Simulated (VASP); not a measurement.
Consider the following.

```
CsSnI3
1.0
    6.10482     0.00000     0.00000
    0.00000     6.10482     0.00000
    0.00000     0.00000     6.10482
Cs Sn I
1 1 3
Direct
  0.00000   0.00000   0.00000
  0.50000   0.50000   0.50000
  0.50000   0.00000   0.50000
  0.00000   0.50000   0.50000
  0.50000   0.50000   0.00000
```

Computed with PBE GGA with D3 dispersion (zero damping), VASP's PBE PAW potentials (set 64) (plane waves; VASP). Run with 520 eV cut-off, 4×4×4 Γ-centred mesh, Gaussian smearing of 0.050 eV, potentials Cs_sv Sn_d I.

Q: Give the stress tensor in GPa (positive for a compressed cell).

A: 
```
1.33  0.00  0.00
0.00  1.33  0.00
0.00  0.00  1.33
```
The pressure is its mean diagonal, 1.33 GPa.

The compound is CsSnI3 in the cubic perovskite structure, the ideal cubic form; the compound distorts at low or room temperature. This cell is one point of a volume scan, at 0.94 of the reference volume.
